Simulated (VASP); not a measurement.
Write the native input for VASP 6.6.1 that does the following.

```
Task                   : relaxation of cell and atoms
Functional             : PBE
Potentials or basis    : VASP PAW PBE potentials, release 64 (Be, Cd, S)
Cutoff                 : 520 eV
k mesh                 : 4 × 4 × 2
Occupations            : gaussian, width 0.15 eV
Spin                   : no spin polarisation
Further INCAR settings : PREC = Normal; ALGO = Fast; EDIFF = 0.0001; IBRION = 2; EDIFFG = -0.08; NSW = 24; ISIF = 3
```

The structure of BeCd2S3 lies in POSCAR:

```
BeCd2S3
1.0
    4.2268800400      0.0000000000      0.0000000000
   -2.1134400200      3.6605854900      0.0000000000
    0.0000000000      0.0000000000      9.6506672600
Be Cd S
1 2 3
Direct
    0.0000000000      0.0000000000      0.5000000000
    0.0000000000      0.0000000000      0.2828837400
    0.0000000000      0.0000000000      0.7171162600
    0.3333333300      0.6666666700      0.5000000000
    0.6666666700      0.3333333300      0.5000000000
    0.0000000000      0.0000000000      0.0000000000
```

The cell was built by a generator and needn't be a form met in nature.

One way to write it, as run:

INCAR

```
ALGO     = Fast           # electronic algorithm
EDIFF    = 1E-4           # SCF threshold, eV
EDIFFG   = -0.08          # ionic threshold
ENCUT    = 520            # plane-wave cutoff, eV
GGA      = PE             # functional
IBRION   = 2              # ionic algorithm
ISIF     = 3              # what is computed and relaxed
ISMEAR   = 0              # smearing method
LASPH    = T              # aspherical terms in the spheres
LCHARG   = F              # write CHGCAR
LREAL    = F              # projectors in reciprocal space
LWAVE    = F              # write WAVECAR
NELM     = 60             # most SCF steps
NSW      = 24             # ionic steps
PREC     = Normal         # precision mode
SIGMA    = 0.15           # smearing width, eV
```

KPOINTS

```
k-points
0
Gamma
  4 4 2
```

Potentials or basis: VASP PAW PBE potentials, release 64 (Be, Cd, S).

Launch:

```sh
$ cat potpaw_PBE.64/Be/POTCAR potpaw_PBE.64/Cd/POTCAR potpaw_PBE.64/S/POTCAR > POTCAR
$ mpirun -np 1 vasp_std > vasp.out
```

It gave:

The relaxed volume is 25.25 Å³/atom, the relaxed cell is a = 4.241 Å, b = 4.241 Å, c = 9.727 Å, α = 90.00°, β = 90.00°, γ = 120.00° and the space group after relaxing (to 0.05 Å) is P6/mmm (No. 191). The energy gained by relaxing is 217.0 meV/atom. The ionic steps are 9 and the pressure after relaxing is 0.1 GPa. The largest force after relaxing is 0.011 eV/Å and the band gap on the k mesh is none (metal or under the smearing width).

Caveat: the k mesh is coarse (spacing up to 0.43 Å⁻¹), so the values aren't converged; the relaxation stopped at a loose force limit of 0.08 eV/Å, so its end isn't a converged minimum.

Wall time 82 s on 1 thread of Intel(R) Xeon(R) Platinum 8488C (Sapphire Rapids), on a shared host, peak memory 0.19 GiB.
